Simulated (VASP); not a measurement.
# NbWS4 (Pm) in VASP: notebook

Runs on NbWS4. Level: PBE. Tasks: single point.

Everything below comes from runs of VASP 6.6.1. Logs are shortened: lines on timing, memory, paths and dates and some standing lists are left out, and cuts for length are marked.

### 1 Starting point

Symmetry: Pm, No. 6, monoclinic system. Conventional cell: a = 5.685 Å, b = 3.274 Å, c = 6.900 Å, α = 90.00°, β = 106.02°, γ = 90.00°. Around Nb (site symmetry m) lie 6 S at 2.46 to 2.48 Å. Around W (site symmetry m) lie 6 S at 2.42 to 2.43 Å. S (site symmetry m) is surrounded by 1 W at 2.42 Å and 2 Nb at 2.46 Å. Around S (site symmetry m) lie 1 W at 2.42 Å and 2 Nb at 2.46 Å. Around S (site symmetry m) lie 2 W at 2.43 Å and 1 Nb at 2.48 Å. S (site symmetry m) is surrounded by 2 W at 2.43 Å and 1 Nb at 2.48 Å.

The cell was built by a generator and needn't be a form met in nature.

### 2 Single point, PBE

INCAR

```
SYSTEM = NbWS4
  PREC = Accurate
  ENCUT = 520
  EDIFF = 1E-6
  ISMEAR = 0
  SIGMA = 0.1
  LREAL = .False.
  LASPH = .True.
  NELM = 120
  ALGO = Normal
  ISIF = 2
  LWAVE = .False.
  LCHARG = .False.
  GGA = PE
  NBANDS = 34
  KPAR = 4
```

KPOINTS

```
regular mesh
0
Gamma
  6 10 6
  0 0 0
```

POSCAR

```
NbWS4
1.0
    5.6847400000      0.0000000000      0.0000000000
    0.0000000000      3.2736600000      0.0000000000
   -1.9046470000      0.0000000000      6.6318200000
Nb W S
1 1 4
Direct
    0.9955310000      0.0000000000      0.9999980000
    0.5041640000      0.5000000000      0.0001320000
    0.7490940000      0.5000000000      0.7635570000
    0.9076380000      0.5000000000      0.2367060000
    0.2613460000      0.0000000000      0.7683840000
    0.4164430000      0.0000000000      0.2318250000
```

Potentials or basis: VASP PAW PBE potentials, release 64 (Nb_sv, W_sv, S).

Started as:

```
cat potpaw_PBE.64/Nb_sv/POTCAR potpaw_PBE.64/W_sv/POTCAR potpaw_PBE.64/S/POTCAR > POTCAR
mpirun -np 4 vasp_std > vasp.out
```

OUTCAR:

```text
SYSTEM = NbWS4
   PREC = Accurate
   ENCUT = 520
   EDIFF = 1E-6
   ISMEAR = 0
   LREAL = .False.
   LASPH = .True.
   NELM = 120
   ISIF = 2
   GGA = PE

 ion  position               nearest neighbor table
   1  0.996  0.000  1.000-   3 2.46   3 2.46   4 2.46   4 2.46   5 2.48   6 2.48   2 3.24   2 3.24

   2  0.504  0.500  0.000-   3 2.42   4 2.42   5 2.43   5 2.43   6 2.43   6 2.43   1 3.24   1 3.24

   3  0.749  0.500  0.764-   2 2.42   1 2.46   1 2.46
   4  0.908  0.500  0.237-   2 2.42   1 2.46   1 2.46
   5  0.261  0.000  0.768-   2 2.43   2 2.43   1 2.48
   6  0.416  0.000  0.232-   2 2.43   2 2.43   1 2.48

  LATTYP: Found a simple monoclinic cell.
 ALAT       =     5.6847400000
 B/A-ratio  =     0.5758680256
 C/A-ratio  =     1.2137594696
 COS(beta)  =    -0.2760395173

  Lattice vectors:

 A1 = (   5.6847400000,   0.0000000000,   0.0000000000)
 A2 = (   0.0000000000,   3.2736600000,   0.0000000000)
 A3 = (  -1.9046470000,   0.0000000000,   6.6318200000)

Analysis of symmetry for initial positions (statically):
=====================================================================
 Subroutine PRICEL returns:
 Original cell was already a primitive cell.

 Routine SETGRP: Setting up the symmetry group for a
 simple monoclinic supercell.

 Subroutine GETGRP returns: Found  2 space group operations
 (whereof  2 operations were pure point group operations)
 out of a pool of  4 trial point group operations.

The static configuration has the point symmetry C_1h.

Analysis of symmetry for dynamics (positions and initial velocities):
=====================================================================
 Subroutine PRICEL returns:
 Original cell was already a primitive cell.

 Routine SETGRP: Setting up the symmetry group for a
 simple monoclinic supercell.

 Subroutine GETGRP returns: Found  2 space group operations
 (whereof  2 operations were pure point group operations)
 out of a pool of  4 trial point group operations.

The dynamic configuration has the point symmetry C_1h.

 Subroutine INISYM returns: Found  2 space group operations
 (whereof  2 operations are pure point group operations),
 and found     1 'primitive' translations

----------------------------------------------------------------------------------------

                                     Primitive cell

  volume of cell :     123.4175

  direct lattice vectors                    reciprocal lattice vectors
     5.684740000  0.000000000  0.000000000     0.175909540  0.000000000  0.050520910
     0.000000000  3.273660000  0.000000000     0.000000000  0.305468497  0.000000000
    -1.904647000  0.000000000  6.631820000     0.000000000  0.000000000  0.150788170

  length of vectors
     5.684740000  3.273660000  6.899907007     0.183020569  0.305468497  0.150788170

  position of ions in fractional coordinates (direct lattice)
     0.995531000  0.000000000  0.999998000
     0.504164000  0.500000000  0.000132000
     0.749094000  0.500000000  0.763557000
     0.907638000  0.500000000  0.236706000
     0.261346000  0.000000000  0.768384000
     0.416443000  0.000000000  0.231825000

  ion indices of the primitive-cell ions
   primitive index   ion index
                 1           1
                 2           2
                 3           3
                 4           4
                 5           5
                 6           6

----------------------------------------------------------------------------------------

 KPOINTS: regular mesh

Automatic generation of k-mesh.
 Grid dimensions read from file:
 generate k-points for:    6   10    6

 Generating k-lattice:

  Cartesian coordinates                     Fractional coordinates (reciprocal lattice)
     0.029318257  0.000000000  0.008420152     0.166666667  0.000000000 -0.000000000
     0.000000000  0.030546850  0.000000000     0.000000000  0.100000000  0.000000000
     0.000000000  0.000000000  0.025131362     0.000000000  0.000000000  0.166666667

  Length of vectors
     0.030503428  0.030546850  0.025131362

  Shift w.r.t. Gamma in fractional coordinates (k-lattice)
     0.000000000  0.000000000  0.000000000

 Subroutine IBZKPT returns following result:
 ===========================================

 Found    120 irreducible k-points:

 Following reciprocal coordinates:
            Coordinates               Weight
  0.000000  0.000000  0.000000      1.000000
  0.166667  0.000000  0.000000      2.000000
  0.333333  0.000000  0.000000      2.000000
  0.500000  0.000000 -0.000000      1.000000
  0.000000  0.100000  0.000000      2.000000
  0.166667  0.100000  0.000000      4.000000
[... 16 lines left out ...]
  0.333333  0.500000  0.000000      2.000000
  0.500000  0.500000 -0.000000      1.000000
 [... further k-points ...]
   k-points           NKPTS =    120   k-points in BZ     NKDIM =    120   number of bands    NBANDS=     34
   number of dos      NEDOS =    301   number of ions     NIONS =      6
   total plane-waves  NPLWV =  54432
   dimension x,y,z NGX =    42 NGY =   24 NGZ =   54
   dimension x,y,z NGXF=    84 NGYF=   48 NGZF=  108
   ions per type =               1   1   4
   NGX,Y,Z   is equivalent  to a cutoff of  12.28, 12.19, 13.01 a.u.
   NGXF,Y,Z  is equivalent  to a cutoff of  24.57, 24.38, 26.02 a.u.
 SYSTEM =  NbWS4
   PREC   = accura    normal or accurate (medium, high low for compatibility)
   ISTART =      0    job   : 0-new  1-cont  2-samecut
   ICHARG =      2    charge: 1-file 2-atom 10-const
   ISPIN  =      1    spin polarized calculation?
   LNONCOLLINEAR =      F non collinear calculations
   LSORBIT =      F    spin-orbit coupling
   LASPH  =      T    aspherical Exc in radial PAW
   ENCUT  =  520.0 eV  38.22 Ry    6.18 a.u.  10.57  6.09 12.83*2*pi/ulx,y,z
   NELM   =    120;   NELMIN=  2; NELMDL= -5     # of ELM steps
   EDIFF  = 0.1E-05   stopping-criterion for ELM
   LREAL  =      F    real-space projection
   EDIFFG = 0.1E-04   stopping-criterion for IOM
   NSW    =      0    number of steps for IOM
   IBRION =     -1    ionic relax: 0-MD 1-quasi-New 2-CG
   NFREE  =      0    steps in history (QN), initial steepest desc. (CG)
   ISIF   =      2    stress and relaxation
   ISYM   =      2    0-nonsym 1-usesym 2-fastsym
   POTIM  = 0.5000    time-step for ionic-motion
   TEBEG  =    0.0;   TEEND  =   0.0 temperature during run
   PSTRESS=    0.0 pullay stress
   NELECT =      51.0000    total number of electrons
   NUPDOWN=      -1.0000    fix difference up-down
   EMIN   =  10.00;   EMAX   =-10.00  energy-range for DOS
   EFERMI =   0.00;   METHOD = LEGACY
   ISMEAR =     0;   SIGMA  =   0.10  broadening in eV -4-tet -1-fermi 0-gaus
   EFERMI_NEDOS =   21; number of points for ismear=-14 and -15
   IALGO  =     38    algorithm
   IMIX   =      4    mixing-type and parameters
     AMIX     =   0.40;   BMIX     =  1.00
     AMIX_MAG =   1.60;   BMIX_MAG =  1.00
  volume/ion in A,a.u.               =      20.57       138.81
  Fermi-wavevector in a.u.,A,eV,Ry     =   1.219381  2.304295 20.230351  1.486889
  Thomas-Fermi vector in A             =   2.354635
   LORBIT       =      0    0 simple, 1 ext, 2 COOP (PROOUT), +10 PAW based schemes
   GGA     = PE    functional components
   LHFCALC =     F    Hartree Fock is set to
   AEXX    =    0.0000 exact exchange contribution
   IVDW    =     0    specifies the selected vdW correction
   LEPSILON=     F    determine dielectric tensor
   LRPA    =     F    only Hartree local field effects (RPA)
 non-spin polarized calculation
 Gauss-broadening in eV      SIGMA  =   0.10
  energy-cutoff  :      520.00
  volume of cell :      123.42
 maximum number of plane-waves:      3360
   NGX = 21   NGY = 13   NGZ = 25

 number of electron      50.9999998 magnetization

 Free energy of the ion-electron system (eV)
  ---------------------------------------------------
  ext. energy  EPLUGINS =         0.00000000
  ---------------------------------------------------
  free energy    TOTEN  =       -45.28604604 eV

  energy without entropy =      -45.27481658  energy(sigma->0) =      -45.28043131

 E-fermi :   5.3166     XC(G=0):  -9.9900

 val. band max:        5.2411840675   @ k =   0.0000   0.2000   0.3333
 cond. band min:       5.3291308026   @ k =   0.1667   0.4000   0.1667
 fundamental gap:      0.0879467351
 Fermi energy:         5.3166473559

 k-point     1 :       0.0000    0.0000    0.0000
  band No.  band energies     occupation
      1     -68.8258      2.00000
      2     -49.4814      2.00000
      3     -33.0582      2.00000
      4     -33.0097      2.00000
      5     -32.9506      2.00000
      6     -25.5987      2.00000
[... 26 lines left out ...]
     33       9.3200      0.00000
     34      10.2983      0.00000

 k-point     2 :       0.1667    0.0000    0.0000
  band No.  band energies     occupation
      1     -68.8258      2.00000
      2     -49.4814      2.00000
      3     -33.0577      2.00000
      4     -33.0097      2.00000
      5     -32.9506      2.00000
      6     -25.5987      2.00000
[... 26 lines left out ...]
     33       9.2975      0.00000
     34      10.1213      0.00000

 k-point     3 :       0.3333    0.0000    0.0000
  band No.  band energies     occupation
      1     -68.8258      2.00000
      2     -49.4814      2.00000
      3     -33.0566      2.00000
      4     -33.0096      2.00000
      5     -32.9506      2.00000
      6     -25.5990      2.00000
[... 26 lines left out ...]
     33       9.1332      0.00000
     34       9.8703      0.00000
[... 704 lines left out ...]
 k-point    23 :       0.3333    0.5000    0.0000
  band No.  band energies     occupation
      1     -68.8204      2.00000
      2     -49.4588      2.00000
      3     -33.1207      2.00000
      4     -33.0390      2.00000
      5     -32.9875      2.00000
      6     -25.7618      2.00000
[... 26 lines left out ...]
     33       9.8545      0.00000
     34       9.9485      0.00000

 k-point    24 :       0.5000    0.5000   -0.0000
  band No.  band energies     occupation
      1     -68.8204      2.00000
      2     -49.4588      2.00000
      3     -33.1209      2.00000
      4     -33.0392      2.00000
      5     -32.9875      2.00000
      6     -25.7610      2.00000
[... 26 lines left out ...]
     33       9.9154      0.00000
     34      10.0667      0.00000

 [... further k-points ...]

------------------------ aborting loop because EDIFF is reached ----------------------------------------

  FORCE on cell =-STRESS in cart. coord.  units (eV):
  Direction    XX          YY          ZZ          XY          YZ          ZX
  --------------------------------------------------------------------------------------
  -------------------------------------------------------------------------------------
  Total       -0.0158176      0.0082020      0.0383851      0.0000000      0.0000000      0.0103553
  in kB       -0.2053407      0.1064770      0.4983061      0.0000000      0.0000000      0.1344302
  external PRESSURE =       0.1331475 kB  Pullay stress =       0.0000000 kB

 VOLUME and BASIS-vectors are now :
 -----------------------------------------------------------------------------
  energy-cutoff  :      520.00
  volume of cell :      123.42
      direct lattice vectors                 reciprocal lattice vectors
     5.684740000  0.000000000  0.000000000     0.175909540  0.000000000  0.050520910
     0.000000000  3.273660000  0.000000000     0.000000000  0.305468497  0.000000000
    -1.904647000  0.000000000  6.631820000     0.000000000  0.000000000  0.150788170

 POSITION                                       TOTAL-FORCE (eV/Angst)
 -----------------------------------------------------------------------------------
      3.75469      0.00000      6.63181        -0.001566      0.000000      0.001161
      2.86579      1.63683      0.00088         0.005100      0.000000     -0.001843
      2.80410      1.63683      5.06377        -0.000740      0.000000      0.004738
      4.70884      1.63683      1.56979         0.000637      0.000000     -0.004119
      0.02218      0.00000      5.09578        -0.004312      0.000000      0.008432
      1.92583      0.00000      1.53742         0.000883      0.000000     -0.008369
 -----------------------------------------------------------------------------------
    total drift:                               -0.000310     -0.000000      0.000162

  FREE ENERGIE OF THE ION-ELECTRON SYSTEM (eV)
  ---------------------------------------------------
  free  energy   TOTEN  =       -45.2860460376 eV

  energy  without entropy=      -45.2748165783  energy(sigma->0) =      -45.28043131
```

Wall time 2.2 min (4 MPI ranks of Intel Xeon Platinum 8488C (Sapphire Rapids), shared host); peak memory 0.54 GiB.

What came out:

- Free energy: -45.2860 eV
- Pressure: 0.0 GPa
- Largest force: 0.009 eV/Å
- Band gap on the k mesh: none (metal or under the smearing width)

Forces on the atoms (eV/Å):
```
Nb  -0.002  0.000  0.001
W    0.005  0.000 -0.002
S   -0.001  0.000  0.005
S    0.001  0.000 -0.004
S   -0.004  0.000  0.008
S    0.001  0.000 -0.008
```

Caveat: this functional lacks dispersion, which binds the layers, so the pressure and a relaxed spacing across them are unreliable. Spin-orbit coupling is left out, which matters for the levels of W.

### 3 Single point, PBE, collinear spin, ferromagnetic start

INCAR: that of step 2 with these lines changed.

```diff
@@ -8,3 +8,3 @@
   LASPH = .True.
-  NELM = 120
+  NELM = 150
   ALGO = Normal
@@ -13,4 +13,8 @@
   LCHARG = .False.
+  ISPIN = 2
+  MAGMOM = 1.5 1.5 0 0 0 0
+  LORBIT = 11
+  LMAXMIX = 4
   GGA = PE
-  NBANDS = 34
+  NBANDS = 38
   KPAR = 4
```

KPOINTS is that of step 2.

POSCAR is that of step 2.

Potentials or basis: VASP PAW PBE potentials, release 64 (Nb_sv, W_sv, S).

Started as:

```
cat potpaw_PBE.64/Nb_sv/POTCAR potpaw_PBE.64/W_sv/POTCAR potpaw_PBE.64/S/POTCAR > POTCAR
mpirun -np 4 vasp_std > vasp.out
```

It took 4.6 min on 4 MPI ranks of Intel Xeon Platinum 8488C (Sapphire Rapids), shared host; peak memory 0.87 GiB.

The run converged. Its results:

* Free energy: -45.2860 eV
* Pressure: 0.0 GPa
* Largest force: 0.010 eV/Å
* Band gap on the k mesh: none (metal or under the smearing width)
* Net moment: 0.00 μB per cell
* Valence electrons inside the program's atomic spheres: Nb 10.60; W 11.93; S 3.73, 3.71

Forces on the atoms (eV/Å):
```
Nb  -0.002  0.000  0.001
W    0.005  0.000 -0.002
S   -0.001  0.000  0.005
S    0.000  0.000 -0.004
S   -0.004  0.000  0.009
S    0.001  0.000 -0.008
```

Levels at points of the mesh, in eV from the Fermi level:
Spin up:
| k point | band 21 | band 22 | band 23 | band 24 | band 25 | band 26 | band 27 | band 28 | band 29 | band 30 |
| --- | --- | --- | --- | --- | --- | --- | --- | --- | --- | --- |
| (0.00, 0.00, 0.00) | -1.44 | -1.38 | -1.22 | -0.90 | -0.45 | 0.27 | 2.80 | 2.87 | 2.92 | 3.03 |
| (0.50, 0.00, 0.00) | -2.08 | -1.68 | -1.26 | -1.12 | -0.53 | -0.12 | 2.34 | 2.54 | 2.71 | 2.86 |
| (0.00, 0.50, 0.00) | -2.83 | -2.81 | -1.63 | -1.38 | -0.32 | -0.18 | 2.24 | 2.68 | 2.94 | 3.63 |
| (0.50, 0.50, 0.00) | -1.58 | -1.51 | -1.21 | -1.19 | -0.49 | -0.47 | 2.61 | 3.07 | 3.17 | 3.48 |
| (0.00, 0.00, 0.50) | -1.72 | -1.42 | -1.28 | -1.15 | -0.51 | 0.96 | 2.80 | 2.91 | 2.95 | 2.98 |
| (0.50, 0.00, 0.50) | -2.08 | -1.66 | -1.51 | -1.24 | -0.51 | -0.17 | 2.57 | 2.64 | 2.89 | 2.94 |
| (0.00, 0.50, 0.50) | -2.90 | -2.85 | -1.72 | -1.38 | -0.31 | -0.22 | 2.40 | 3.00 | 3.28 | 3.47 |
| (0.50, 0.50, 0.50) | -1.88 | -1.80 | -1.28 | -1.25 | -0.42 | -0.39 | 2.60 | 3.05 | 3.20 | 3.53 |
Spin down:
| k point | band 23 | band 24 | band 25 | band 26 | band 27 | band 28 |
| --- | --- | --- | --- | --- | --- | --- |
| (0.00, 0.00, 0.00) | -1.22 | -0.90 | -0.45 | 0.27 | 2.80 | 2.87 |
| (0.50, 0.00, 0.00) | -1.26 | -1.12 | -0.53 | -0.12 | 2.34 | 2.54 |
| (0.00, 0.50, 0.00) | -1.63 | -1.38 | -0.32 | -0.18 | 2.24 | 2.68 |
| (0.50, 0.50, 0.00) | -1.21 | -1.19 | -0.49 | -0.47 | 2.61 | 3.07 |
| (0.00, 0.00, 0.50) | -1.28 | -1.15 | -0.51 | 0.96 | 2.80 | 2.91 |
| (0.50, 0.00, 0.50) | -1.51 | -1.24 | -0.51 | -0.16 | 2.57 | 2.64 |
| (0.00, 0.50, 0.50) | -1.72 | -1.38 | -0.31 | -0.22 | 2.40 | 3.00 |
| (0.50, 0.50, 0.50) | -1.28 | -1.25 | -0.42 | -0.39 | 2.60 | 3.05 |

Caveat: this functional lacks dispersion, which binds the layers, so the pressure and a relaxed spacing across them are unreliable. The run has no spin-orbit coupling, so splittings on W are missing.
